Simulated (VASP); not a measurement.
Runs of VASP 6.6.1 on GaN. The structure is hexagonal, space group P6_3mc (No. 186). The conventional cell has a = 3.218 Å, b = 3.218 Å, c = 5.244 Å, α = 90.00°, β = 90.00°, γ = 120.00°. Ga (site symmetry 3m) is surrounded by 4 N at 1.97 to 1.98 Å. Around N (site symmetry 3m) lie 4 Ga at 1.97 to 1.98 Å. 

```csv
task,level,potentials or basis,spin,cell,k mesh,cutoff (eV),gap on the mesh (eV),pressure (GPa)
band structure,PBE,"VASP PAW PBE potentials, release 64 (Ga_d, N)","SOC, no magnetisation","P6_3mc, 11.76 Å³/atom",9 × 9 × 4,520,-,0.1
band structure,r2SCAN,"VASP PAW PBE potentials, release 64 (Ga_d, N)",off,"P6_3mc, 11.76 Å³/atom",12 × 12 × 5,520,(a),-5.0
band structure,LDA,"VASP PAW LDA potentials, release 64 (Ga_d, N)",off,"P6_3mc, 11.76 Å³/atom",12 × 12 × 5,520,1.73,(b)
band structure,PBE,"VASP PAW PBE potentials, release 64 (Ga_d, N)",off,"P6_3mc, 11.76 Å³/atom",12 × 12 × 5,520,1.72,0.2
relaxation of cell and atoms,PBE,"VASP PAW PBE potentials, release 64 (Ga_d, N)",off,relaxed,12 × 12 × 5,600,1.72,0.1
band structure,TB-mBJ,"VASP PAW PBE potentials, release 64 (Ga_d, N)",off,"P6_3mc, 11.76 Å³/atom",12 × 12 × 5,520,2.91,-
```

Alike in all rows: smearing gaussian 0.03 eV.

Task: Fill in the values left out.

Result: (a) 2.11; (b) -10.2.

Caveats: the PAW data sets were made with another functional, which shifts forces and pressure a little (some runs).

A k mesh can miss the band edges, and rows without SOC leave out spin-orbit coupling on Ga.
